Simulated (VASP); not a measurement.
Method: PBE GGA, VASP's PBE PAW potentials (set 64) (plane waves; VASP).

VASP input:

### KPOINTS
```
kpoints
0
gamma
8 8 4
```

### INCAR
```
! general
SYSTEM   =  PtS2
PREC     =  Accurate
ENCUT    =  480
LREAL    =  F
LASPH    =  T

! electronic loop
EDIFF    =  1E-7
NELM     =  100
ALGO     =  Normal
LMAXMIX  =  6

! smearing
ISMEAR   =  0
SIGMA    =  0.05

! functional
GGA      =  PE

! ions
ISIF     =  2

! output
LWAVE    =  F
LCHARG   =  F
```

### POSCAR
```
PtS2
1.0
  1.7866998760  -3.0946550357   0.0000000000
  1.7866998760   3.0946550357   0.0000000000
  0.0000000000   0.0000000000   6.1703506884
Pt S
1 2
direct
  0.0000000000   0.0000000000   0.0000000000
  0.3333330000   0.6666670000   0.1995896725
  0.6666670000   0.3333330000   0.8004103275
```

POTCAR, in this order: Pt S (PBE.64 set). Program: vasp_std.

Without a dispersion term in the relaxation, distances and binding between the weakly bound layers, chains or molecules are unreliable, and so is what depends on them.

Predict the energy per atom (σ→0), largest force.

- energy per atom (σ→0): -5.155 eV/atom
- largest force: 0.071 eV/Å

### OSZICAR
```
...
DAV:   9    -0.154636301299E+02    0.56585E-02   -0.16058E-02  1260   0.145E+00    0.272E-01
DAV:  10    -0.154639190253E+02   -0.28890E-03   -0.25665E-03  1407   0.363E-01    0.811E-02
DAV:  11    -0.154639607997E+02   -0.41774E-04   -0.72230E-05  1354   0.807E-02    0.467E-02
DAV:  12    -0.154639663783E+02   -0.55786E-05   -0.13565E-05  1330   0.336E-02    0.159E-02
DAV:  13    -0.154639677256E+02   -0.13472E-05   -0.33167E-06  1316   0.139E-02    0.481E-03
DAV:  14    -0.154639680307E+02   -0.30508E-06   -0.33505E-07  1309   0.465E-03    0.156E-03
DAV:  15    -0.154639680888E+02   -0.58154E-07   -0.89692E-09  1015   0.764E-04
   1 F= -.15463968E+02 E0= -.15463968E+02  d E =-.250205E-11
```

The compound is PtS2 in the 1T layered structure. This cell was strained or had an atom moved on purpose.
